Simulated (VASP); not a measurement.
Method: MS2 meta-GGA, VASP's PBE PAW potentials (set 64) (plane waves; VASP 6.6.1).

VASP input:

KPOINTS_OPT:
```
k-points along high-symmetry lines
10
Line-mode
Reciprocal
  0.000000   0.000000   0.000000 ! GAMMA
  0.500000   0.000000   0.500000 ! X

  0.500000   0.000000   0.500000 ! X
  0.625000   0.250000   0.625000 ! U

  0.375000   0.375000   0.750000 ! K
  0.000000   0.000000   0.000000 ! GAMMA

  0.000000   0.000000   0.000000 ! GAMMA
  0.500000   0.500000   0.500000 ! L

  0.500000   0.500000   0.500000 ! L
  0.500000   0.250000   0.750000 ! W

  0.500000   0.250000   0.750000 ! W
  0.500000   0.000000   0.500000 ! X
```

**INCAR**
```
SYSTEM = Ca
PREC = Accurate
ENCUT = 520
EDIFF = 1E-7
NELM = 100
ALGO = Normal
LREAL = .FALSE.
LASPH = .TRUE.
ISMEAR = -5
METAGGA = MS2
LMIXTAU = .TRUE.
LWAVE = .FALSE.
LCHARG = .FALSE.
LORBIT = 11
NEDOS = 601
ISIF = 2
```

File KPOINTS:
```
Automatic
0
Gamma
  13 13 13
```

**POSCAR**
```
Ca
1
    0.0000000000     2.7709479726     2.7709479726
    2.7709479726     0.0000000000     2.7709479726
    2.7709479726     2.7709479726     0.0000000000
Ca
1
Direct
  0.0000000000   0.0000000000   0.0000000000
```

POTCAR, in this order: Ca_sv (PBE.64 set). Program: vasp_std.

What VASP printed:

**OSZICAR**
```
       N       E                     dE             d eps       ncg     rms          rms(c)
DAV:   1     0.553940132283E+02    0.55394E+02   -0.48646E+03  1512   0.957E+02
DAV:   2    -0.963168082383E+01   -0.65026E+02   -0.64820E+02  1558   0.232E+02
DAV:   3    -0.118973833018E+02   -0.22657E+01   -0.22111E+01  2597   0.382E+01
DAV:   4    -0.119706241586E+02   -0.73241E-01   -0.73517E-01  2163   0.553E+00
DAV:   5    -0.119739543972E+02   -0.33302E-02   -0.33247E-02  2551   0.627E-01    0.107E+01
DAV:   6    -0.348387134383E+01    0.84901E+01   -0.25501E+00  2316   0.177E+01    0.118E+01
DAV:   7     0.147173372563E+01    0.49556E+01   -0.85776E+01  1949   0.548E+01    0.269E+01
DAV:   8    -0.120112175600E+02   -0.13483E+02   -0.17787E+01  1577   0.671E+01    0.435E+01
DAV:   9    -0.713189386582E+01    0.48793E+01   -0.82604E+00  1518   0.432E+01    0.732E+00
DAV:  10    -0.838998008332E+01   -0.12581E+01   -0.21074E+00  1548   0.233E+01    0.236E+01
DAV:  11    -0.822152342563E+01    0.16846E+00   -0.10166E-01  2141   0.426E+00    0.213E+01
DAV:  12    -0.760040251721E+01    0.62112E+00   -0.44498E+00  1638   0.317E+01    0.213E+00
DAV:  13    -0.797615225667E+01   -0.37575E+00   -0.94151E+00  2268   0.268E+01    0.182E+00
DAV:  14    -0.751690705987E+01    0.45925E+00   -0.11314E+00  2202   0.803E+00    0.992E-01
DAV:  15    -0.724505207919E+01    0.27185E+00   -0.12599E+00  2085   0.904E+00    0.431E-01
DAV:  16    -0.726965424290E+01   -0.24602E-01   -0.61597E-02  1790   0.195E+00    0.724E-01
DAV:  17    -0.728676397900E+01   -0.17110E-01   -0.29964E-02  1553   0.159E+00    0.521E-01
DAV:  18    -0.729813431926E+01   -0.11370E-01   -0.43917E-03  1982   0.646E-01    0.441E-01
DAV:  19    -0.732679422199E+01   -0.28660E-01   -0.53715E-01  1662   0.580E+00    0.234E-01
DAV:  20    -0.732748067304E+01   -0.68645E-03   -0.32835E-02  1610   0.185E+00    0.200E-01
DAV:  21    -0.733031285063E+01   -0.28322E-02   -0.73513E-03  1605   0.877E-01    0.207E-01
DAV:  22    -0.732425924107E+01    0.60536E-02   -0.19259E-02  1523   0.148E+00    0.202E-01
DAV:  23    -0.731950438570E+01    0.47549E-02   -0.37487E-03  1638   0.719E-01    0.189E-01
DAV:  24    -0.732119988997E+01   -0.16955E-02   -0.60647E-02  1517   0.197E+00    0.198E-01
DAV:  25    -0.731967414708E+01    0.15257E-02   -0.12698E-02  1526   0.109E+00    0.276E-01
DAV:  26    -0.732274831423E+01   -0.30742E-02   -0.21874E-02  1520   0.101E+00    0.160E-01
DAV:  27    -0.732309781598E+01   -0.34950E-03   -0.61716E-03  1520   0.659E-01    0.160E-01
DAV:  28    -0.732332570138E+01   -0.22789E-03   -0.29292E-04  2216   0.184E-01    0.151E-01
DAV:  29    -0.732243791958E+01    0.88778E-03   -0.87792E-04  1526   0.381E-01    0.692E-02
DAV:  30    -0.732211765367E+01    0.32027E-03   -0.24641E-03  1939   0.377E-01    0.680E-02
DAV:  31    -0.732176977672E+01    0.34788E-03   -0.27182E-04  1571   0.213E-01    0.629E-02
DAV:  32    -0.732146533642E+01    0.30444E-03   -0.13576E-03  1526   0.320E-01    0.738E-02
DAV:  33    -0.732135747749E+01    0.10786E-03   -0.69076E-05  2695   0.789E-02    0.744E-02
DAV:  34    -0.732093962328E+01    0.41785E-03   -0.79501E-05  1902   0.937E-02    0.109E-01
DAV:  35    -0.732061104070E+01    0.32858E-03   -0.99883E-05  1530   0.115E-01    0.133E-01
DAV:  36    -0.732051543205E+01    0.95609E-04   -0.61343E-05  1706   0.816E-02    0.135E-01
DAV:  37    -0.732067918284E+01   -0.16375E-03   -0.54562E-05  1536   0.908E-02    0.126E-01
DAV:  38    -0.732093849819E+01   -0.25932E-03   -0.42384E-05  1750   0.643E-02    0.947E-02
DAV:  39    -0.732123922448E+01   -0.30073E-03   -0.56179E-05  1896   0.748E-02    0.669E-02
DAV:  40    -0.732137979918E+01   -0.14057E-03   -0.36229E-05  1528   0.661E-02    0.447E-02
DAV:  41    -0.732153936067E+01   -0.15956E-03   -0.19906E-05  1692   0.478E-02    0.219E-02
DAV:  42    -0.732163572537E+01   -0.96365E-04   -0.86314E-06  2330   0.266E-02    0.115E-02
DAV:  43    -0.732170421082E+01   -0.68485E-04   -0.24080E-06  1554   0.196E-02    0.582E-03
DAV:  44    -0.732174661820E+01   -0.42407E-04   -0.45129E-06  1551   0.204E-02    0.515E-03
DAV:  45    -0.732175712600E+01   -0.10508E-04   -0.26199E-06  1772   0.167E-02    0.435E-03
DAV:  46    -0.732179490955E+01   -0.37784E-04   -0.11014E-05  1529   0.323E-02    0.324E-03
DAV:  47    -0.732181223168E+01   -0.17322E-04   -0.54883E-06  1701   0.245E-02    0.225E-03
DAV:  48    -0.732182430167E+01   -0.12070E-04   -0.22471E-06  1673   0.146E-02    0.209E-03
DAV:  49    -0.732183931347E+01   -0.15012E-04   -0.13211E-06  1701   0.122E-02    0.110E-03
DAV:  50    -0.732184914152E+01   -0.98280E-05   -0.95032E-07  1587   0.992E-03    0.740E-04
DAV:  51    -0.732185494215E+01   -0.58006E-05   -0.20421E-07  2146   0.431E-03    0.582E-04
DAV:  52    -0.732185877179E+01   -0.38296E-05   -0.43266E-08  1119   0.239E-03    0.221E-04
DAV:  53    -0.732185946190E+01   -0.69011E-06   -0.10578E-08   788   0.934E-04    0.161E-04
DAV:  54    -0.732186035107E+01   -0.88916E-06   -0.72338E-09   783   0.858E-04    0.831E-05
DAV:  55    -0.732186219021E+01   -0.18391E-05   -0.24882E-08   782   0.158E-03    0.448E-05
DAV:  56    -0.732186175308E+01    0.43713E-06   -0.49631E-09   774   0.550E-04    0.178E-05
DAV:  57    -0.732186209471E+01   -0.34163E-06   -0.26853E-09   774   0.406E-04    0.819E-06
DAV:  58    -0.732186228912E+01   -0.19441E-06   -0.10808E-09   774   0.236E-04    0.877E-06
DAV:  59    -0.732186231712E+01   -0.28004E-07   -0.52721E-10   774   0.144E-04
   1 F= -.73218623E+01 E0= -.73218623E+01  d E =0.000000E+00
       N       E                     dE             ncg
```

### OUTCAR
```
------------------------ aborting loop because EDIFF is reached ----------------------------------------
  FORCE on cell =-STRESS in cart. coord.  units (eV):
  Direction    XX          YY          ZZ          XY          YZ          ZX
  --------------------------------------------------------------------------------------
  Total       -0.0307433     -0.0307433     -0.0307433      0.0000000      0.0000000      0.0000000
  in kB       -1.1575669     -1.1575669     -1.1575669      0.0000000      0.0000000      0.0000000
  external PRESSURE =      -1.1575669 kB  Pullay stress =       0.0000000 kB
  volume of cell :       42.55
      direct lattice vectors                 reciprocal lattice vectors
     0.000000000  2.770947973  2.770947973    -0.180443662  0.180443662  0.180443662
     2.770947973  0.000000000  2.770947973     0.180443662 -0.180443662  0.180443662
     2.770947973  2.770947973  0.000000000     0.180443662  0.180443662 -0.180443662
 POSITION                                       TOTAL-FORCE (eV/Angst)
 -----------------------------------------------------------------------------------
      0.00000      0.00000      0.00000         0.000000     -0.000000      0.000000
 -----------------------------------------------------------------------------------
    total drift:                               -0.000000     -0.000000     -0.000000
  FREE ENERGIE OF THE ION-ELECTRON SYSTEM (eV)
  ---------------------------------------------------
  free  energy   TOTEN  =        -7.3218623171 eV

  energy  without entropy=       -7.3218623171  energy(sigma->0) =       -7.32186232

 total charge

# of ion       s       p       d       tot
------------------------------------------
    1        2.057   5.845   0.134   8.035
```
(Selected blocks of OUTCAR.)

For a metal the tetrahedron method with Blöchl corrections gives inexact stress and forces.

The compound is Ca in the fcc structure. It was relaxed first.
